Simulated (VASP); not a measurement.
Runs of VASP 6.6.1 on PtSe2. Symmetry: P-3m1, No. 164, trigonal system. Conventional cell: a = 3.717 Å, b = 3.717 Å, c = 5.820 Å, α = 90.00°, β = 90.00°, γ = 120.00°. Pt (site symmetry -3m) has 6 Se at 2.52 Å as nearest neighbours. Se (site symmetry 3m) is surrounded by 3 Pt at 2.52 Å. The cell is a database's computed one.

| task | level | cell | k mesh | cutoff (eV) | mesh quality | gap on the mesh (eV) | pressure (GPa) | relaxed volume (Å³/atom) |
| --- | --- | --- | --- | --- | --- | --- | --- | --- |
| relaxation of cell and atoms | PBE | relaxed | 9 × 9 × 6 | 600 | not flagged | 0.85 | 0.0 | 26.06 |
| relaxation of cell and atoms | PBEsol | relaxed | 3 × 3 × 2 | 600 | coarse | (a) | 0.0 | 21.88 |
| relaxation of cell and atoms | PBEsol | relaxed | 9 × 9 × 6 | 580 | not flagged | none | 0.0 | 19.86 |
| single point | PBEsol | as given | 9 × 9 × 6 | 520 | not flagged | 0.49 | -1.8 | - |
| relaxation of cell and atoms | PBE+D3(BJ) | relaxed | 9 × 9 × 6 | 600 | not flagged | none | 0.0 | 19.79 |
| relaxation of cell and atoms | RPBE | relaxed | 9 × 9 × 6 | 600 | not flagged | (c) | 0.0 | 31.64 |
| relaxation of cell and atoms | PBEsol | relaxed | 9 × 9 × 6 | 300 | not flagged | none | 0.0 | (b) |
| relaxation of cell and atoms | PBEsol | relaxed | 9 × 9 × 6 | 600 | not flagged | none | 0.0 | 19.86 |

Alike in all rows: potentials or basis VASP PAW PBE potentials, release 64 (Pt, Se); no spin polarisation; smearing gaussian 0.02 eV.

Task: Estimate the missing entries.

Result: (a) 0.25; (b) 19.80; (c) 1.25.

Caveats: some runs use coarse meshes; this functional lacks dispersion, which binds the layers, so the pressure and a relaxed spacing across them are unreliable (some runs); the PAW data sets were made with another functional, which shifts forces and pressure a little (some runs); spin-orbit coupling is left out, which moves the levels of the heavy elements (some runs); an odd mesh through Γ misses points on the zone boundary, where band edges often lie (some runs); the volume moved by over 15 % at a fixed basis, so the end points are rough (some runs); this functional lacks dispersion, which binds the layers, so the pressure and a relaxed spacing across them are unreliable, and here the layers came unbound (some runs).

A k mesh can miss the band edges, and the runs leave out spin-orbit coupling on Pt, Se.

A gap of «none» marks a metal or a gap under the smearing width.

Not every run made on this cell is shown here.
